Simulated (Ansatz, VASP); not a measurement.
**BeSi in two plane-wave programs**

Wanted: the spread between two codes on one cell, functional and k mesh. The cell is invented: other elements were put on sites of a known structure type. It may not be a known or stable phase. The cell is taken from a series of VASP runs on this material, whose earlier steps may have relaxed, scaled or displaced it; both programs get it as it stands.

Calculated with Ansatz 0.2.0; plane waves, with VASP 6.6.1 beside it; single point at PBE and single point at r2SCAN.

## 1. Set-up

The structure is cubic, space group Pm-3m (No. 221). The conventional cell has a = 2.829 Å, b = 2.829 Å, c = 2.829 Å, α = 90.00°, β = 90.00°, γ = 90.00°. Be has 8 Si at 2.45 Å nearest. Si has 8 Be at 2.45 Å nearest. Farther neighbours are not listed.

## 2. VASP: single point, PBE

A single point gives forces, pressure and levels at one fixed geometry, so differences don't come from the geometry; what else differs is listed under the comparison.

Lines of VASP's logs that name or quote its potential files are left out, and so is its time.

The input, INCAR:

```
SYSTEM = BeSi
PREC = Accurate
ENCUT = 400
EDIFF = 1E-06
NELM = 100
ISMEAR = -1
SIGMA = 0.05
LREAL = .FALSE.
ALGO = Normal
GGA = PE
LORBIT = 11
LWAVE = .FALSE.
LCHARG = .TRUE.
ISIF = 2
LELF = .TRUE.
LVHAR = .TRUE.
```

The input, POSCAR:

```
BeSi
1.0
    2.8292514370      0.0000000000      0.0000000000
    0.0000000000      2.8292514370      0.0000000000
    0.0000000000      0.0000000000      2.8292514370
Be Si
1 1
Direct
    0.5000000000      0.5000000000      0.5000000000
    0.0000000000      0.0000000000      0.0000000000
```

The input, KPOINTS:

```
Automatic mesh
0
Gamma
7 7 7
0 0 0
```

The projector-augmented-wave data sets are Be and Si (PBE family, release 64).

Run with:

```
mpirun -np 1 vasp_std
```

Numbers of over 12 decimals in the logs are rounded to 6 here.

The program printed:

```text
[banner, memory and clock lines left out]
running    1 mpi-ranks, on    1 nodes
 distrk:  each k-point on    1 cores,    1 groups
 distr:  one band on    1 cores,    1 groups

 POSCAR found type information on POSCAR BeSi
 POSCAR found :  2 types and       2 ions
 LDA part: xc-table for (Slater+PW92), standard interpolation
 POSCAR, INCAR and KPOINTS ok, starting setup
 FFT: planning ... GRIDC
 FFT: planning ... GRID_SOFT
 FFT: planning ... GRID
 WAVECAR not read
 entering main loop
       N       E                     dE             d eps       ncg     rms          rms(c)
DAV:   1    -0.790616330959E+00   -0.79062E+00   -0.21373E+03   280   0.535E+02
DAV:   2    -0.817046402800E+01   -0.73798E+01   -0.73125E+01   441   0.645E+01
DAV:   3    -0.824436387612E+01   -0.73900E-01   -0.71887E-01   336   0.672E+00
DAV:   4    -0.824473898484E+01   -0.37511E-03   -0.37456E-03   434   0.507E-01
DAV:   5    -0.824473908459E+01   -0.99747E-07   -0.99946E-07   364   0.614E-03    0.322E+00
DAV:   6    -0.819215890825E+01    0.52580E-01   -0.65714E-02   399   0.135E+00    0.172E+00
DAV:   7    -0.817701390220E+01    0.15145E-01   -0.36622E-02   413   0.101E+00    0.242E-01
DAV:   8    -0.817620117043E+01    0.81273E-03   -0.10046E-03   364   0.222E-01    0.446E-02
DAV:   9    -0.817617918391E+01    0.21987E-04   -0.17745E-05   343   0.364E-02    0.331E-02
DAV:  10    -0.817617814338E+01    0.10405E-05   -0.11329E-06   273   0.613E-03    0.356E-03
DAV:  11    -0.817617818578E+01   -0.42408E-07   -0.55257E-08   203   0.183E-03
   1 F= -.81761782E+01 E0= -.81703785E+01  d E =-.115994E-01
```

Parts of OUTCAR (step 2):

```text
ion  position               nearest neighbor table
   1  0.500  0.500  0.500-   2 2.45   2 2.45   2 2.45   2 2.45   2 2.45   2 2.45   2 2.45   2 2.45

  LATTYP: Found a simple cubic cell.
 ALAT       =     2.8292514370

 Subroutine GETGRP returns: Found 48 space group operations
 (whereof 48 operations were pure point group operations)

The static configuration has the point symmetry O_h .

 Found     20 irreducible k-points:

   k-points           NKPTS =     20   k-points in BZ     NKDIM =     20   number of bands    NBANDS=      7

   dimension x,y,z NGX =    18 NGY =   18 NGZ =   18
   dimension x,y,z NGXF=    36 NGYF=   36 NGZF=   36

   ENCUT  =  400.0 eV  29.40 Ry    5.42 a.u.   4.61  4.61  4.61*2*pi/ulx,y,z

   NELECT =       6.0000    total number of electrons

 k-points in reciprocal lattice and weights: Automatic mesh
   0.00000000  0.00000000  0.00000000       0.003
   0.14285714  0.00000000  0.00000000       0.017
   0.28571429  0.00000000  0.00000000       0.017
   0.42857143  0.00000000  0.00000000       0.017
   0.14285714  0.14285714  0.00000000       0.035
   0.28571429  0.14285714  0.00000000       0.070
   0.42857143  0.14285714  0.00000000       0.070
   0.28571429  0.28571429  0.00000000       0.035
   0.42857143  0.28571429  0.00000000       0.070
[...]
0.42857143  0.42857143  0.28571429       0.070
   0.42857143  0.42857143  0.42857143       0.023

 average (electrostatic) potential at core
       1 -31.3676       2 -80.8708

 E-fermi :   9.1080

 k-point     1 :       0.0000    0.0000    0.0000
  band No.  band energies     occupation
      1      -4.5379      2.00000
      2      10.5554      0.00000
      3      10.5554      0.00000
      4      10.5554      0.00000
      5      13.6163      0.00000
      6      13.6163      0.00000
    ...

 k-point     2 :       0.1429    0.0000    0.0000
  band No.  band energies     occupation
      1      -4.2017      2.00000
      2       7.7040      2.00000
      3      10.8957      0.00000
      4      10.8957      0.00000
      5      13.9625      0.00000
      6      15.9656      0.00000
      7      18.5524      0.00000

 k-point     3 :       0.2857    0.0000    0.0000
  band No.  band energies     occupation
      1      -3.2130      2.00000
      2       4.2321      2.00000
      3      11.9131      0.00000
      4      11.9131      0.00000
      5      14.9552      0.00000
      6      17.0667      0.00000
      7      18.8146      0.00000

  Total       -0.0030098     -0.0030098     -0.0030098     -0.0000000      0.0000000      0.0000000
  in kB       -0.2129251     -0.2129251     -0.2129251     -0.0000000      0.0000000      0.0000000
  external PRESSURE =      -0.2129251 kB  Pullay stress =       0.0000000 kB

  energy-cutoff  :      400.00
  volume of cell :       22.65
      direct lattice vectors                 reciprocal lattice vectors
     2.829251437  0.000000000  0.000000000     0.353450382  0.000000000  0.000000000
     0.000000000  2.829251437  0.000000000     0.000000000  0.353450382  0.000000000
     0.000000000  0.000000000  2.829251437     0.000000000  0.000000000  0.353450382

 POSITION                                       TOTAL-FORCE (eV/Angst)
 -----------------------------------------------------------------------------------
      1.41463      1.41463      1.41463         0.000000      0.000000      0.000000
      0.00000      0.00000      0.00000         0.000000      0.000000      0.000000
 -----------------------------------------------------------------------------------
    total drift:                               -0.000000     -0.000000      0.000000

  FREE ENERGIE OF THE ION-ELECTRON SYSTEM (eV)
  ---------------------------------------------------
  free  energy   TOTEN  =        -8.1761781858 eV

  energy  without entropy=       -8.1645787439  energy(sigma->0) =       -8.17037846

 total charge
# of ion       s       p       d       tot
------------------------------------------
    1        0.405   0.579   0.000   0.984
    2        0.801   0.773   0.000   1.574
--------------------------------------------------
tot          1.206   1.352   0.000   2.558

[... 3 further parts left out ...]
```

The run ends at a pressure of -0.02 GPa.

## 3. Ansatz: single point, PBE

Ansatz runs on its default PAW (the set named soft_2) files.

The same cell, functional, mesh and smearing now go to Ansatz, which takes its cutoff from its data sets.

The input, input.yaml:

```yaml
crystal:
  lattice:
    - [2.829251437, 0.0, 0.0]
    - [0.0, 2.829251437, 0.0]
    - [0.0, 0.0, 2.829251437]
  atoms:
    - { symbol: Be, position: [0.5, 0.5, 0.5] }
    - { symbol: Si, position: [0.0, 0.0, 0.0] }
hamiltonian:
  xc: pbe
  pseudopotentials: { kind: paw }
kpoints:
  mp_grid: { grid: [7, 7, 7] }
scf:
  occupations: { method: fermi_dirac, width: 0.05 }
  n_extra_bands: 4
output:
  forces: true
  stress: true
  eigenvalues: true
```

Run with:

```
ansatz run input.yaml --threads 2 --pin off --max-ram 4608MiB --backend cpu --events-out ev --progress --plain --runs-dir out
```

The program printed:

```text
scf.n_extra_bands = 4 over 3 filled bands (N_el = 6.0): the run solves 7 bands
Engine: ansatz 0.2.0, aarch64-unknown-linux-gnu
Pseudopotentials: kind: paw
Pseudopotential: Be, paw, valence charge 2, recommended cutoff 420 eV (normal), Be.paw.azcp
Pseudopotential: Si, paw, valence charge 4, recommended cutoff 420 eV (normal), Si.paw.azcp
Functional definition: PBE
  parameter kappa = 0.804
  parameter beta = 0.066725
  exchange = pbe_x(kappa = kappa, mu = beta*pi^2/3)
  correlation = pbe_c(beta = beta)
Crystal: 2 atoms, lattice volume = 22.647 Å³
Basis set: ecut = 420 eV, 461 PW (Γ), exchange–correlation on 40×40×40 points (8 copies of the dense FFT grid, shifted against one another)
Bands: 7, of which v1, the nominal top of the filled ones, is band 3 counted from 1 (2 counted from 0)
Symmetry: 48 space group operations
Space group: Pm-3m (ITA 221), of the structure as read, at distance tolerance 2.8e-5 Å
k-points: 20 of 343
Non-local potential: Be, projectors of the file, l = 0: 2, l = 1: 2, l = 2: 1
Non-local potential: Si, projectors of the file, l = 0: 2, l = 1: 2, l = 2: 2
PAW form: soft (Blöchl's): semilocal exchange-correlation on the pseudo side does not see the compensation charge
PAW one-centre angular grid: Be, 110 points (default); XC on 64 Gauss nodes
PAW one-centre angular grid: Si, 110 points (default); XC on 64 Gauss nodes
Initial density: superposition of atomic densities (neutral atoms: chi_scale 0, normalization atom), corrected by the library's trained network
Initial wavefunctions: pseudopotential atomic-orbital guess
Functional: x = pbe(κ = 0.804, μ = 0.219515), c = pbe(β = 0.066725)
SCF iter   1: F=—  HF=-727.563225 eV  |F-HF|=—  |Δ(HF+E_count)|=         —  Δρ=4.31e-3  dr2=6.86e-3  ethr=1.77e-3  ⟨swp⟩=5.5  Hψ=1191  notcnv=0
preconditioner: auto → none  [insulator: Δε(μ)=0.166 eV  Ē_g=10.843 eV  σ=0.050 eV  W_gap=0.56  n_scr=0 (ndim 8)  ℏωp=19.1 eV  f_vac=0.000  D(μ)=1.52/eV (n_scr^D=18)  ε∞_Penn≈4.1]
SCF iter   2: F=—  HF=-727.560524 eV  |F-HF|=—  |Δ(HF+E_count)|=   2.70e-3  Δρ=8.77e-4  dr2=1.70e-4  ethr=1.14e-4  ⟨swp⟩=1.8  Hψ=328  notcnv=0  defer=5
SCF iter   3: F=—  HF=-727.560507 eV  |F-HF|=—  |Δ(HF+E_count)|=   1.66e-5  Δρ=2.64e-4  dr2=6.80e-6  ethr=2.84e-6  ⟨swp⟩=2.2  Hψ=193  notcnv=0  defer=5
SCF iter   4: F=—  HF=-727.560490 eV  |F-HF|=—  |Δ(HF+E_count)|=   1.72e-5  Δρ=1.64e-5  dr2=7.95e-8  ethr=1.13e-7  ⟨swp⟩=2.0  Hψ=184  notcnv=0  defer=5
iter 5 did not close the SCF: its close was put off for the readings that it lacked (scf_convergence_deferred on its scf_iter line)
SCF iter   5: F=-727.560490 eV  HF=-727.560490 eV  |F-HF|=8.00e-11  |Δ(HF+E_count)|=   3.09e-8  Δρ=2.07e-6  dr2=5.19e-10  ethr=1.32e-9  ⟨swp⟩=2.4  Hψ=191  notcnv=0  defer=5
SCF iter   6: F=-727.560490 eV  HF=-727.560490 eV  |F-HF|=0.00e0  |Δ(HF+E_count)|=  2.55e-11  Δρ=6.53e-8  dr2=5.66e-13  ethr=8.65e-12  ⟨swp⟩=1.9  Hψ=465  notcnv=0
SCF 1 converged in 6 iterations: F = -727.560490 eV  dr2 = 5.66e-13
  greatest PAW one-centre occupation: 0.656 electrons in one spin orbital (limit 2), on the Si atom at site 1 (counted from 0), in its partial waves of l = 0
SCF converged after 6 iterations
Free energy (F): -727.560490 eV
Harris-Foulkes:  -727.560490 eV  (|F-HF|=0.00e0)
Internal energy: -727.548871 eV  (E = F + TS)
E sigma→0 (E₀):  -727.554680 eV
Entropy (-TS):   -0.011619 eV (-5.810 meV/atom)
Fermi energy:    9.848731 eV
--- Per-component energies (eV) ---
  E_band       = 25.981413
  E_kinetic    = 61.330814
  E_local      = 4.826277  (includes V_loc(G=0)·N_el)
  E_nonlocal   = 29.818287
  E_hartree    = 0.930826
  E_xc         = -75.592752
  E_vxc        = -68.431844  (∫ρ·V_xc dr)
  E_paw        = -571.804355  (= ΣΔE_a)
  E_vpaw       = -3.423779  (= ΣTr[D̂ρ^β])
  E_aug_tail   = 0.000006  (compensation charges beyond the density's cutoff)
  E_ewald      = -177.057974
  E_smearing   = -0.011619  (= −TS)
  E_closure    = 0.000000  (closes the sum)
  Σ components = -727.560490   (vs F -727.560490, Δ=0.00e0)
--- Forces (eV/Å), atoms counted from 1 ---
  atom   1  Be     0.00000000     0.00000000     0.00000000
  atom   2  Si    -0.00000000     0.00000000     0.00000000
  max |Σ_I F_I| component: 3.78e-31 eV/Å
--- Stress (GPa, compression-positive) ---
        0.004226      -0.000000       0.000000
       -0.000000       0.004226       0.000000
        0.000000       0.000000       0.004226
  P = ⅓ Tr σ = 0.0042 GPa (0.042 kbar)
--- Band table (eV; the first three rows and the last of 20) ---
  k-point 0: bands = ["-3.7953", "11.2949", "11.2949", "11.2949", "14.3554", "14.3554", "18.1322"]
  k-point 1: bands = ["-3.4592", "8.4447", "11.6353", "11.6353", "14.7001", "16.7010", "19.2885"]
  k-point 2: bands = ["-2.4707", "4.9734", "12.6529", "12.6529", "15.6910", "17.8033", "19.5521"]
  k-point 19: bands = ["5.1911", "7.3248", "7.3248", "8.6001", "9.8995", "9.8995", "11.5260"]
```

Wall time 0.77 s (2 threads of Arm Neoverse N1, shared host); peak memory 0.24 GiB; 1 s of CPU time.

The run ends at a pressure of 0.00 GPa.

## 4. Side by side

Known differences besides the potentials themselves: the cutoff is 420 eV in Ansatz and 400 eV in VASP; VASP leaves aspherical gradient terms in its spheres out (LASPH is not set), Ansatz keeps them. Total energies have different zeros and are not compared.

Both answers:

```tsv
quantity	Ansatz	VASP	difference
pressure (GPa)	0.00	-0.02	+0.03
```

Ansatz's pressure holds a Pulay correction of 0.04 GPa; VASP's holds none.

## 5. VASP: single point, r2SCAN

A single point gives forces, pressure and levels at one fixed geometry, so differences don't come from the geometry; what else differs is listed under the comparison.

The input, run.py:

```python
import numpy as np
from ase.calculators.vasp import Vasp
from ase.io import read
from ase.dft.bandgap import bandgap

atoms = read('structure.vasp')

calc = Vasp(
    xc='r2scan',
    pp='PBE',
    prec='Accurate',
    encut=400,
    ediff=1e-06,
    nelm=100,
    ismear=-1,
    sigma=0.02,
    lreal=False,
    algo='Normal',
    lasph=True,
    ispin=2,
    lorbit=11,
    lwave=False,
    lcharg=False,
    isif=2,
    pp_version='64',
    setups={'Be': '', 'Si': ''},
    kpts=(7, 7, 7),
    gamma=True,
    txt='vasp.out',
    magmom=[0.5, 0.0],
)
atoms.calc = calc

print("energy (eV):", round(atoms.get_potential_energy(), 6))
print("Fermi level (eV):", round(calc.get_fermi_level(), 4))
print("forces (eV/A):")
print(np.round(atoms.get_forces(), 4))
print("stress (GPa, Voigt, tension positive):", np.round(atoms.get_stress() * 160.21766, 3))
print("magnetic moment (muB):", round(atoms.get_magnetic_moment(), 3))
gap, p1, p2 = bandgap(calc, direct=False)
print("gap on the mesh (eV):", round(gap, 4))
```

The input, structure.vasp:

```
BeSi
1.0
    2.8292514370      0.0000000000      0.0000000000
    0.0000000000      2.8292514370      0.0000000000
    0.0000000000      0.0000000000      2.8292514370
Be Si
1 1
Direct
    0.5000000000      0.5000000000      0.5000000000
    0.0000000000      0.0000000000      0.0000000000
```

Run with:

```
export ASE_VASP_COMMAND="mpirun -np 1 vasp_std"
python run.py
```

The program printed:

```text
energy (eV): -11.92225
Fermi level (eV): 9.227
forces (eV/A):
[[0. 0. 0.]
 [0. 0. 0.]]
stress (GPa, Voigt, tension positive): [ 4.843  4.843  4.843  0.    -0.     0.   ]
magnetic moment (muB): -0.0
gap on the mesh (eV): 0.0
```

The INCAR that ASE wrote:

```
ENCUT = 400.000000
SIGMA = 0.020000
EDIFF = 1.00e-06
ALGO = Normal
METAGGA = R2SCAN
PREC = Accurate
ISIF = 2
ISMEAR = -1
ISPIN = 2
LORBIT = 11
NELM = 100
MAGMOM = 1*0.5000 1*0.0000
LASPH = .TRUE.
LCHARG = .FALSE.
LWAVE = .FALSE.
LREAL = .FALSE.
```

From OUTCAR (step 5):

```text
  Total       -0.6845346     -0.6845346     -0.6845346     -0.0000000     -0.0000000      0.0000000
  in kB      -48.4274209    -48.4274209    -48.4274209     -0.0000000     -0.0000000      0.0000000
  external PRESSURE =     -48.4274209 kB  Pullay stress =       0.0000000 kB

  FREE ENERGIE OF THE ION-ELECTRON SYSTEM (eV)
  ---------------------------------------------------
  free  energy   TOTEN  =       -11.9229541289 eV

  energy  without entropy=      -11.9215461400  energy(sigma->0) =      -11.92225013

 magnetization (x)
# of ion       s       p       d       tot
------------------------------------------
    1       -0.000  -0.000   0.000  -0.000
    2        0.000   0.000   0.000   0.000
--------------------------------------------------
tot          0.000  -0.000   0.000  -0.000

[... 3 parts as in an earlier step ...]

[... 1 further part left out ...]
[key lines of the parts left out:]
E-fermi :   9.2270
```

## 6. Ansatz: single point, r2SCAN

The same cell, functional, mesh and smearing now go to Ansatz, which takes its cutoff from its data sets.

The input, input.yaml:

```yaml
crystal:
  lattice:
    - [2.829251437, 0.0, 0.0]
    - [0.0, 2.829251437, 0.0]
    - [0.0, 0.0, 2.829251437]
  atoms:
    - { symbol: Be, position: [0.5, 0.5, 0.5], spin: 0.5 }
    - { symbol: Si, position: [0.0, 0.0, 0.0] }
hamiltonian:
  xc: r2scan
  pseudopotentials: { kind: paw }
magnetization:
  spin_polarized: true
kpoints:
  mp_grid: { grid: [7, 7, 7] }
scf:
  occupations: { method: fermi_dirac, width: 0.02 }
  n_extra_bands: 4
output:
  forces: true
  stress: true
  eigenvalues: true
```

Run with:

```
ansatz run input.yaml --threads 2 --pin off --max-ram 4608MiB --backend cpu --events-out ev --progress --plain --runs-dir out
```

The program printed:

```text
[...]
Crystal: 2 atoms, lattice volume = 22.647 Å³
Basis set: ecut = 500 eV, 587 PW (Γ), exchange–correlation on 96×96×96 points (64 copies of the dense FFT grid, shifted against one another)
Bands: 7, of which v1, the nominal top of the filled ones, is band 3 counted from 1 (2 counted from 0)
[... 1 set-up line as in the run before ...]
[...]
E sigma→0 (E₀):  -731.222217 eV
Entropy (-TS):   -0.001344 eV (-0.672 meV/atom)
Fermi energy:    9.973084 eV
[...]
--- Stress (GPa, compression-positive) ---
       -4.874593      -0.000000       0.000000
       -0.000000      -4.874593       0.000000
        0.000000       0.000000      -4.874593
  P = ⅓ Tr σ = -4.8746 GPa (-48.746 kbar)
--- Band table (eV; the first three rows and the last of 40) ---
[...]
[key lines of the parts left out:]
SCF converged after 13 iterations
Magnetization: 0.0000 μB (3.0000 up, 3.0000 down)
Free energy (F): -731.222889 eV
```

Elapsed: 3.7 s, on 2 threads; peak memory 0.31 GiB.

The run ends at a pressure of -4.87 GPa.

## 7. Comparison

What differs besides the data sets and the points named for the pairs above, as far as they apply: VASP keeps PBE cores, Ansatz makes them for the functional; the cutoff is 500 eV in Ansatz and 400 eV in VASP. Total energies have different zeros and are not compared.

The two programs side by side:

```tsv
quantity	Ansatz	VASP	difference
pressure (GPa)	-4.87	-4.84	-0.03
```

## 8. Summary of results

| Quantity | Value |
| --- | --- |
| difference in pressure (single point, PBE) | 0.026 GPa |
| difference in pressure (single point, r2SCAN) | -0.032 GPa |

The difference in pressure is -0.032 GPa (single point, r2SCAN), within the 1 GPa picked in this series as the mark of a large difference. How closely two codes agree says nothing of how well the functional describes the real material.

[Lines on the potential files, build, host, timing and source positions are cut from VASP's logs without a mark.]

[Logs are printed without paths, hosts, clocks, repeated set-up lines and the standing remarks that a program may print on its own settings, such as how far it seeks lower states.]

[Hosts, paths, dates, database ids (printed as entryN), source tags and the programs' standing remarks are cut or masked in the printed files.]
